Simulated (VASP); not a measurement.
Runs of VASP 6.6.1 on La2Mg3. All rows change the cell; the cell of one of them follows. Symmetry: Pm-3m, No. 221, cubic system. Conventional cell: a = 4.117 Å, b = 4.117 Å, c = 4.117 Å, α = 90.00°, β = 90.00°, γ = 90.00°. Around La (site symmetry m-3m) lie 12 Mg at 2.91 Å. La (site symmetry m-3m) has 6 Mg at 2.06 Å as nearest neighbours. Mg (site symmetry 4/mmm) has 2 La at 2.06 Å as nearest neighbours. The cell was built by a generator and needn't be a form met in nature.

```tsv
task	cell	k mesh	cutoff (eV)	mesh quality	gap on the mesh (eV)	pressure (GPa)	relaxed volume (Å³/atom)
single point	random cell by space group and Wyckoff sites (Pm-3m, No. 221)	4 × 4 × 4	520	coarse	none	147.2	-
relaxation of cell and atoms	relaxed from: random cell by space group and Wyckoff sites (Pm-3m, No. 221)	8 × 8 × 8	600	not flagged	none	0.0	(a)
single point	random cell by space group and Wyckoff sites (Pm-3m, No. 221)	8 × 8 × 8	520	not flagged	none	0.0	-
relaxation of cell and atoms	relaxed from: random cell by space group and Wyckoff sites (Pm-3m, No. 221)	4 × 4 × 4	600	coarse	none	0.1	36.32
```

Alike in all rows: level PBE; potentials or basis VASP PAW PBE potentials, release 64 (La, Mg); no spin polarisation; smearing gaussian 0.1 eV.

Question: Estimate the missing entries.

Answer: (a) 36.55.

Caveats: some runs use coarse meshes; a pressure of tens of GPa on the cell as given is suspect, and the run, the potentials or the cell itself is likely at fault (some runs); the volume moved by over 15 % at a fixed basis, so the end points are rough (some runs).

A k mesh can miss the band edges, and the runs leave out spin-orbit coupling on La.

A gap of «none» marks a metal or a gap under the smearing width.
